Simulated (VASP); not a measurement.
Given:

```
CELL_PARAMETERS angstrom
      5.94279     0.00000     0.00000
      0.00000     5.94279     0.00000
      0.00000     0.00000     5.99093
ATOMIC_POSITIONS crystal
  Zn 0.00000 0.00000 0.00000
  Zn 0.50000 0.50000 0.00000
  Se 0.25000 0.25000 0.22649
  Se 0.75000 0.75000 0.22649
  Se 0.75000 0.25000 0.77351
  Se 0.25000 0.75000 0.77351
  Cd 0.50000 0.00000 0.50000
  Cd 0.00000 0.50000 0.50000
```

Level of theory: modified Becke-Johnson potential (mBJ), VASP's PBE PAW potentials (set 64) (plane waves; VASP 6.6.1). Numerical set-up: 400 eV cut-off, 4×4×4 Γ-centred mesh, Gaussian smearing of 0.050 eV, potentials Zn Se Cd.

mBJ is a potential without an energy functional, so only the levels count.

**Question.** Estimate the band gap (on the k-mesh) with the smallest direct gap where there is one.

**Answer.** 
```
Quantity                               Value
-----------------------------------  -------
band gap (on the k-mesh)             2.13 eV
smallest direct gap (on the k-mesh)  2.13 eV
```

The absolute energy has meaning only against runs of the same code, potentials and settings.

The structure was generated: Cd2Zn2Se4 was put into an ordered model structure (P-4m2), which need not be its known phase. It was relaxed first, which changed the volume by +5 %. The cell's shape comes from a PBE relaxation.
